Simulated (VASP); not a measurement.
Given:

```
CELL_PARAMETERS angstrom
      2.87897     0.00000     0.00000
      0.00000     2.87897     0.00000
      0.00000     0.00000     2.87897
ATOMIC_POSITIONS crystal
  Ga 0.50000 0.50000 0.50000
  Co 0.00000 0.00000 0.00000
```

These are PBE GGA, VASP's PBE PAW potentials (set 64) (plane waves; VASP) values and carry that method's errors. Settings: 530 eV cut-off, 11×11×11 Γ-centred mesh, first-order Methfessel-Paxton smearing of 0.10 eV, potentials Ga_d Co.

Finite-difference elastic constants of metals are sensitive to mesh and smearing; shear constants can be off by tens of GPa.

Question: Give the elastic stiffness tensor with the ions relaxed (GPa, in the frame of the cell).

Answer: 
```tsv
	xx	yy	zz	yz	xz	xy
xx	224	156	156	0.0	0.0	0.0
yy	156	224	156	0.0	0.0	0.0
zz	156	156	224	0.0	0.0	0.0
yz	0.0	0.0	0.0	111	0.0	0.0
xz	0.0	0.0	0.0	0.0	111	0.0
xy	0.0	0.0	0.0	0.0	0.0	111
```

Question: Estimate the Hill bulk modulus, Hill shear modulus, Young's modulus, Poisson's ratio.

Answer: 
| Property | Result |
|---|---|
| Hill bulk modulus | 179 GPa |
| Hill shear modulus | 69.2 GPa |
| Young's modulus | 184 GPa |
| Poisson's ratio | 0.329 |

The compound is CoGa in the CsCl type structure. It was relaxed first. The run is not spin-polarised, so no magnetic state was tried.
